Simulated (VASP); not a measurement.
Crystal: InGaO2.

```xyz
4
Lattice="3.4816 0.0000 0.0000 0.0000 3.4816 0.0000 0.0000 0.0000 5.2336" Properties=species:S:1:pos:R:3 pbc="T T T"
In    0.0000    0.0000    0.0000
Ga    0.0000    0.0000    2.6168
O     0.0000    1.7408    4.4030
O     1.7408    0.0000    0.8306
```

The cell was built by a generator and needn't be a form met in nature.

* Program: VASP 6.6.1
* Task: relaxation of cell and atoms
* Functional: PBE
* Potentials or basis: VASP PAW PBE potentials, release 64 (In_d, Ga_d, O)
* Cutoff: 520 eV
* k mesh: 5 × 5 × 3
* Occupations: gaussian, width 0.15 eV
* Spin: no spin polarisation

At the start: pressure 27.8 GPa; volume 15.86 Å³/atom.

**Question.** Where does the relaxation end?

**Answer.** Over 16 steps the energy falls by 475.8 meV/atom and the volume is 17.87 Å³/atom (+12.7 %); space group P-4m2 (No. 115, to 0.05 Å).

Step by step:
```csv
step,energy change (eV),largest force (eV/Å),pressure (GPa),volume (Å³)
1,0.0000,3.5407,27.78,63.44
2,-0.8616,0.3042,-11.96,92.14
3,-1.4571,0.7467,-2.42,78.86
4,-1.4577,0.7728,-1.41,78.53
5,-1.6667,0.5796,-2.23,77.30
6,-1.8208,0.3043,-2.38,75.76
7,-1.8222,0.4719,-2.79,72.22
8,-1.8755,0.0161,-3.01,74.37
9,-1.8776,0.0681,-2.99,74.07
10,-1.8812,0.3171,3.09,68.89
11,-1.9020,0.1470,-0.50,71.33
12,-1.9015,0.1586,0.43,70.94
13,-1.9018,0.1491,-0.04,71.10
14,-1.9017,0.1523,0.49,71.04
15,-1.9030,0.0097,-0.60,71.72
16,-1.9033,0.0508,-0.06,71.49
```

Final structure:
```xyz
4
Lattice="3.3927 0.0000 0.0000 0.0000 3.3927 0.0000 0.0000 0.0000 6.2109" Properties=species:S:1:pos:R:3 pbc="T T T"
In    0.0000    0.0000    0.0000
Ga    0.0000    0.0000    3.1055
O     0.0000    1.6963    4.9572
O     1.6963    0.0000    1.2537
```
